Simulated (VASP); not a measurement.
Given:

```yaml
crystal:
  lattice:
    - [4.22044, 0.00000, 0.00000]
    - [-2.11022, 3.65501, 0.00000]
    - [0.00000, 0.00000, 19.41001]
  atoms:
    - { symbol: Ga, position: [0.66667, 0.33333, 0.42581] }
    - { symbol: Ga, position: [0.66667, 0.33333, 0.57419] }
    - { symbol: Bi, position: [0.33333, 0.66667, 0.36064] }
    - { symbol: Bi, position: [0.33333, 0.66667, 0.63936] }
```

Computed with PBE GGA, VASP's PBE PAW potentials (set 64) (plane waves; VASP). Numerical set-up: 300 eV cut-off, 5×5×1 Γ-centred mesh, Gaussian smearing of 0.050 eV, potentials Ga_d Bi_d.

The cell holds a wide vacuum, so values per volume refer to the whole cell.

Give the energies of bands 23 to 32 at the high-symmetry points, in eV from the Fermi level.

```csv
band,Γ,M,K
23,-5.19,-6.16,-6.16
24,-3.29,-5.37,-5.33
25,0.51,-2.22,-2.80
26,0.69,-0.94,-2.50
27,0.69,-0.87,-1.14
28,0.90,-0.66,-1.08
29,0.90,-0.61,-0.39
30,1.50,1.41,2.04
31,1.88,2.28,2.68
32,4.01,3.45,4.47
```

It has no gap at this level: it comes out as a metal or semimetal.

The cell is a sheet with vacuum, built from a generated structure.
